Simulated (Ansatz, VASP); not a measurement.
Sb2PbO: VASP beside Ansatz

```
Sb Pb O
1.0
     5.05674    0.00000    0.00000
    -2.52837    4.37927    0.00000
     0.00000    0.00000    4.79717
Sb Pb O
2 1 1
Direct
  0.33333 0.66667 0.50000
  0.66667 0.33333 0.50000
  0.00000 0.00000 0.00000
  0.00000 0.00000 0.50000
```

Alike in both runs: functional PBE; k mesh 6 × 6 × 4; occupations gaussian, width 0.1 eV; no spin polarisation.

Ansatz relaxed the structure, and its values are those at the end. VASP's run is a single point on that final structure, the one shown.

|  | VASP | Ansatz |
| --- | --- | --- |
| version | VASP 6.6.1 | Ansatz 0.2.0 |
| potentials or method | VASP PAW PBE potentials, release 64 (Sb, Pb_d, O) | scalar-relativistic, plane waves, PAW |
| plane-wave cutoff (eV) | 520 | 420 |
| valence electrons in the cell | 30 | 50 |

|  | VASP | Ansatz | Ansatz less VASP |
| --- | --- | --- | --- |
| gap on the k mesh at the Fermi level (eV) | none | none | - |
| pressure (GPa) | -0.1 | 0.0 | +0.09 |

A gap of «none» marks a metal or a gap that the smearing closes. The functional is the same, so the differences come from potentials, cutoffs and numerics. The two sets of potentials don't hold the same shells in valence.

The runs have no spin-orbit coupling, so splittings on Pb, Sb are missing.
